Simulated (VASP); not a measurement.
Input of a VASP 6.6.1 run:

INCAR

```
SYSTEM = GaN
PREC     = Accurate       ! precision mode
ENCUT    = 520            ! plane-wave cutoff, eV
EDIFF    = 1E-6           ! SCF threshold, eV
ISMEAR   = 0              ! smearing method
SIGMA    = 0.03           ! smearing width, eV
LREAL    = .False.        ! projectors in reciprocal space
LASPH    = .True.         ! aspherical terms in the spheres
NELM     = 80             ! most SCF steps
ALGO     = Fast           ! electronic algorithm
ISIF     = 2              ! what is computed and relaxed
LWAVE    = .False.        ! write WAVECAR
LCHARG   = .False.        ! write CHGCAR
NBANDS   = 26             ! bands
```

Contents of KPOINTS:

```
regular mesh
0
Gamma
  12 12 5
  0 0 0
```

File POSCAR:

```
GaN                                     
1.0
    3.2177254920      0.0000000000      0.0000000000
   -1.6088627460      2.7866320143      0.0000000000
    0.0000000000      0.0000000000      5.2440545536
  Ga              N             
     2     2
Direct
     0.3333333300000021    0.6666666699999979    0.9991860844999652
     0.6666666699999979    0.3333333300000021    0.4991860844999651
     0.3333333300000021    0.6666666699999979    0.3758139155000349
     0.6666666699999979    0.3333333300000021    0.8758139155000348
```

Contents of KPOINTS_OPT:

```
explicit points
96
Reciprocal
 0.0000000000  0.0000000000  0.0000000000 1
 0.0555555556  0.0000000000  0.0000000000 1
 0.1111111111  0.0000000000  0.0000000000 1
 0.1666666667  0.0000000000  0.0000000000 1
 0.2222222222  0.0000000000  0.0000000000 1
 0.2777777778  0.0000000000  0.0000000000 1
 0.3333333333  0.0000000000  0.0000000000 1
 0.3888888889  0.0000000000  0.0000000000 1
 0.4444444444  0.0000000000  0.0000000000 1
 0.5000000000  0.0000000000  0.0000000000 1
 0.5000000000  0.0000000000  0.0000000000 1
 0.4814814815  0.0370370370  0.0000000000 1
 0.4629629630  0.0740740741  0.0000000000 1
 0.4444444444  0.1111111111  0.0000000000 1
 0.4259259259  0.1481481481  0.0000000000 1
 0.4074074074  0.1851851852  0.0000000000 1
 0.3888888889  0.2222222222  0.0000000000 1
 0.3703703703  0.2592592592  0.0000000000 1
 0.3518518518  0.2962962963  0.0000000000 1
 0.3333333333  0.3333333333  0.0000000000 1
 0.3333333333  0.3333333333  0.0000000000 1
 0.2962962963  0.2962962963  0.0000000000 1
 0.2592592592  0.2592592592  0.0000000000 1
 0.2222222222  0.2222222222  0.0000000000 1
 0.1851851852  0.1851851852  0.0000000000 1
 0.1481481481  0.1481481481  0.0000000000 1
 0.1111111111  0.1111111111  0.0000000000 1
 0.0740740741  0.0740740741  0.0000000000 1
 0.0370370370  0.0370370370  0.0000000000 1
 0.0000000000  0.0000000000  0.0000000000 1
 0.0000000000  0.0000000000  0.0000000000 1
 0.0000000000  0.0000000000  0.0555555556 1
 0.0000000000  0.0000000000  0.1111111111 1
 0.0000000000  0.0000000000  0.1666666667 1
 0.0000000000  0.0000000000  0.2222222222 1
 0.0000000000  0.0000000000  0.2777777778 1
 0.0000000000  0.0000000000  0.3333333333 1
 0.0000000000  0.0000000000  0.3888888889 1
 0.0000000000  0.0000000000  0.4444444444 1
 0.0000000000  0.0000000000  0.5000000000 1
 0.0000000000  0.0000000000  0.5000000000 1
 0.0555555556  0.0000000000  0.5000000000 1
 0.1111111111  0.0000000000  0.5000000000 1
 0.1666666667  0.0000000000  0.5000000000 1
 0.2222222222  0.0000000000  0.5000000000 1
 0.2777777778  0.0000000000  0.5000000000 1
 0.3333333333  0.0000000000  0.5000000000 1
 0.3888888889  0.0000000000  0.5000000000 1
 0.4444444444  0.0000000000  0.5000000000 1
 0.5000000000  0.0000000000  0.5000000000 1
 0.5000000000  0.0000000000  0.5000000000 1
 0.4814814815  0.0370370370  0.5000000000 1
 0.4629629630  0.0740740741  0.5000000000 1
 0.4444444444  0.1111111111  0.5000000000 1
 0.4259259259  0.1481481481  0.5000000000 1
 0.4074074074  0.1851851852  0.5000000000 1
 0.3888888889  0.2222222222  0.5000000000 1
 0.3703703703  0.2592592592  0.5000000000 1
 0.3518518518  0.2962962963  0.5000000000 1
 0.3333333333  0.3333333333  0.5000000000 1
 0.3333333333  0.3333333333  0.5000000000 1
 0.2962962963  0.2962962963  0.5000000000 1
 0.2592592592  0.2592592592  0.5000000000 1
 0.2222222222  0.2222222222  0.5000000000 1
 0.1851851852  0.1851851852  0.5000000000 1
 0.1481481481  0.1481481481  0.5000000000 1
 0.1111111111  0.1111111111  0.5000000000 1
 0.0740740741  0.0740740741  0.5000000000 1
 0.0370370370  0.0370370370  0.5000000000 1
 0.0000000000  0.0000000000  0.5000000000 1
 0.5000000000  0.0000000000  0.5000000000 1
 0.5000000000  0.0000000000  0.4444444444 1
 0.5000000000  0.0000000000  0.3888888889 1
 0.5000000000  0.0000000000  0.3333333333 1
 0.5000000000  0.0000000000  0.2777777778 1
 0.5000000000  0.0000000000  0.2222222222 1
 0.5000000000  0.0000000000  0.1666666667 1
 0.5000000000  0.0000000000  0.1111111111 1
 0.5000000000  0.0000000000  0.0555555556 1
 0.5000000000  0.0000000000  0.0000000000 1
 0.3333333333  0.3333333333  0.0000000000 1
 0.3333333333  0.3333333333  0.0555555556 1
 0.3333333333  0.3333333333  0.1111111111 1
 0.3333333333  0.3333333333  0.1666666667 1
 0.3333333333  0.3333333333  0.2222222222 1
 0.3333333333  0.3333333333  0.2777777778 1
 0.3333333333  0.3333333333  0.3333333333 1
 0.3333333333  0.3333333333  0.3888888889 1
 0.3333333333  0.3333333333  0.4444444444 1
 0.3333333333  0.3333333333  0.5000000000 1
 0.0000000000  0.0000000000  0.0000000000 1
 0.0000000000  0.0000000000  0.5000000000 1
 0.3333333333  0.3333333333  0.5000000000 1
 0.3333333333  0.3333333333  0.0000000000 1
 0.5000000000  0.0000000000  0.5000000000 1
 0.5000000000  0.0000000000  0.0000000000 1
```

Potentials or basis: VASP PAW LDA potentials, release 64 (Ga_d, N).

Command:

```console
$ cat potpaw_LDA.64/Ga_d/POTCAR potpaw_LDA.64/N/POTCAR > POTCAR
$ mpirun -np 1 vasp_std > vasp.out
```

Problem. Estimate the band gap along the path.

Solution. 1.73 eV, direct.

Problem. Predict the pressure.

Solution. -10.2 GPa.

Problem. Estimate the band gap on the k mesh.

Solution. 1.73 eV, direct.

Levels at the corners of the path, in eV from the valence-band top:
| point | band 15 | band 16 | band 17 | band 18 | band 19 | band 20 | band 21 | band 22 |
| --- | --- | --- | --- | --- | --- | --- | --- | --- |
| Γ | -1.01 | -0.04 | 0.00 | 0.00 | 1.73 | 3.98 | 8.87 | 9.55 |
| M | -4.12 | -2.67 | -2.16 | -0.97 | 4.82 | 5.30 | 5.83 | 8.21 |
| M | -4.12 | -2.67 | -2.16 | -0.97 | 4.82 | 5.30 | 5.83 | 8.21 |
| K | -5.16 | -2.91 | -2.91 | -2.66 | 5.01 | 7.42 | 7.42 | 8.15 |
| K | -5.16 | -2.91 | -2.91 | -2.66 | 5.01 | 7.42 | 7.42 | 8.15 |
| Γ | -1.01 | -0.04 | 0.00 | 0.00 | 1.73 | 3.98 | 8.87 | 9.55 |
| Γ | -1.01 | -0.04 | 0.00 | 0.00 | 1.73 | 3.98 | 8.87 | 9.55 |
| A | -0.52 | -0.52 | -0.52 | -0.52 | 4.01 | 4.01 | 8.15 | 8.15 |
| A | -0.52 | -0.52 | -0.52 | -0.52 | 4.01 | 4.01 | 8.15 | 8.15 |
| L | -1.89 | -1.89 | -1.85 | -1.85 | 4.19 | 4.19 | 7.43 | 7.43 |
| L | -1.89 | -1.89 | -1.85 | -1.85 | 4.19 | 4.19 | 7.43 | 7.43 |
| H | -4.10 | -4.10 | -1.44 | -1.44 | 6.11 | 6.11 | 7.10 | 7.10 |
| H | -4.10 | -4.10 | -1.44 | -1.44 | 6.11 | 6.11 | 7.10 | 7.10 |
| A | -0.52 | -0.52 | -0.52 | -0.52 | 4.01 | 4.01 | 8.15 | 8.15 |
| L | -1.89 | -1.89 | -1.85 | -1.85 | 4.19 | 4.19 | 7.43 | 7.43 |
| M | -4.12 | -2.67 | -2.16 | -0.97 | 4.82 | 5.30 | 5.83 | 8.21 |
| K | -5.16 | -2.91 | -2.91 | -2.66 | 5.01 | 7.42 | 7.42 | 8.15 |
| H | -4.10 | -4.10 | -1.44 | -1.44 | 6.11 | 6.11 | 7.10 | 7.10 |

**Experimental background.**

“Studying electronic properties in GaN without electrical contacts using γ-γ vs e−-γ Perturbed Angular Correlations”, 2019, pmc:6823545 quotes, for a bulk crystal of GaN: band gap 3.503 ± 0.005 eV (direct).

Measured gap of GaN: 3.503 eV (direct; quoted in “Studying electronic properties in GaN without electrical contacts using γ-γ vs e−-γ Perturbed Angular Correlations”, 2019, pmc:6823545). This calculation gives 1.73 eV (-1.77 eV). So large a miss can be the level of theory's own, or it may mean another phase, state or a wrong row. Spin-orbit coupling on Ga is left out. The value is that of LDA, without temperature or zero-point motion. Semilocal functionals fall short of measured gaps as a rule.
